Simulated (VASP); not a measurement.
Output of a VASP run:

### OSZICAR
```
       N       E                     dE             d eps       ncg     rms          rms(c)
DAV:   1     0.996934956366E+02    0.99693E+02   -0.98934E+03  3076   0.114E+03
DAV:   2    -0.219029247404E+02   -0.12160E+03   -0.12020E+03  3753   0.300E+02
DAV:   3    -0.241511975361E+02   -0.22483E+01   -0.22362E+01  4117   0.379E+01
DAV:   4    -0.241619061237E+02   -0.10709E-01   -0.10713E-01  3487   0.299E+00
DAV:   5    -0.241619956163E+02   -0.89493E-04   -0.89490E-04  4103   0.248E-01    0.212E+01
DAV:   6    -0.234204006356E+02    0.74159E+00   -0.75234E+00  3508   0.187E+01    0.465E+00
DAV:   7    -0.232901179570E+02    0.13028E+00   -0.11179E+00  3480   0.675E+00    0.442E+00
DAV:   8    -0.232568432360E+02    0.33275E-01   -0.11078E-01  3704   0.278E+00    0.439E-01
DAV:   9    -0.232562323599E+02    0.61088E-03   -0.21995E-03  3865   0.404E-01    0.243E-01
DAV:  10    -0.232561870384E+02    0.45322E-04   -0.66220E-04  3669   0.238E-01    0.526E-02
DAV:  11    -0.232561768086E+02    0.10230E-04   -0.19757E-04  3648   0.112E-01    0.353E-02
DAV:  12    -0.232561734846E+02    0.33239E-05   -0.22763E-05  3494   0.346E-02    0.693E-03
DAV:  13    -0.232561730725E+02    0.41216E-06   -0.51132E-07  1985   0.615E-03
   1 F= -.23256173E+02 E0= -.23256159E+02  d E =-.428475E-04
```

OUTCAR:
```
------------------------ aborting loop because EDIFF is reached ----------------------------------------
  FORCE on cell =-STRESS in cart. coord.  units (eV):
  Direction    XX          YY          ZZ          XY          YZ          ZX
  --------------------------------------------------------------------------------------
  Total        0.3141129      0.3141129      0.3641423      0.0000000      0.0000000      0.0000000
  in kB       12.4436176     12.4436176     14.4255388      0.0000000      0.0000000      0.0000000
  external PRESSURE =      13.1042580 kB  Pullay stress =       0.0000000 kB
  volume of cell :       40.44
      direct lattice vectors                 reciprocal lattice vectors
    -1.605000000  1.605000000  3.925000000     0.000000000  0.311526480  0.127388535
     1.605000000 -1.605000000  3.925000000     0.311526480  0.000000000  0.127388535
     1.605000000  1.605000000 -3.925000000     0.311526480  0.311526480  0.000000000
 POSITION                                       TOTAL-FORCE (eV/Angst)
 -----------------------------------------------------------------------------------
      0.00000      0.00000      5.22025         0.000000      0.000000     -0.026264
      0.00000      0.00000      2.62975         0.000000      0.000000      0.026264
      0.00000      0.00000      0.00000        -0.000000     -0.000000     -0.000000
 -----------------------------------------------------------------------------------
    total drift:                                0.000000      0.000000     -0.000000
  FREE ENERGIE OF THE ION-ELECTRON SYSTEM (eV)
  ---------------------------------------------------
  free  energy   TOTEN  =       -23.2561730725 eV

  energy  without entropy=      -23.2561302250  energy(sigma->0) =      -23.25615879
```
(Selected blocks of OUTCAR.)

File POSCAR:
```
MoSi2
1
   -1.6050000000     1.6050000000     3.9250000000
    1.6050000000    -1.6050000000     3.9250000000
    1.6050000000     1.6050000000    -3.9250000000
Si Mo
2 1
Direct
  0.6650000000   0.6650000000   0.0000000000
  0.3350000000   0.3350000000   0.0000000000
  0.0000000000   0.0000000000   0.0000000000
```

**Question.** Write an INCAR and KPOINTS that could have produced this output.

**Answer.** Several could match; the one computed here: the input of the run itself, PBE GGA, plane waves, VASP's PBE PAW potentials (set 64).

### INCAR
```
ISIF=2   # forces and stress, cell fixed
LWAVE=.False.
ISMEAR=1
ALGO=Normal
LCHARG=.False.
SIGMA=0.1   # width (eV)
GGA=PE
NELM=100
LREAL=.False.
ENCUT=400   # plane-wave cut-off (eV)
LASPH=.True.   # aspherical one-centre terms
EDIFF=1E-6
PREC=Accurate
SYSTEM=MoSi2
LMAXMIX=4   # l cut-off of mixed one-centre charges
```

### KPOINTS
```
Automatic mesh
0
gamma
  10 10 10
```

POTCAR, in this order: Si Mo_sv (PBE.64 set). Program: vasp_std.

The compound is MoSi2 in the MoSi2 type structure. The cell was not relaxed at this level.
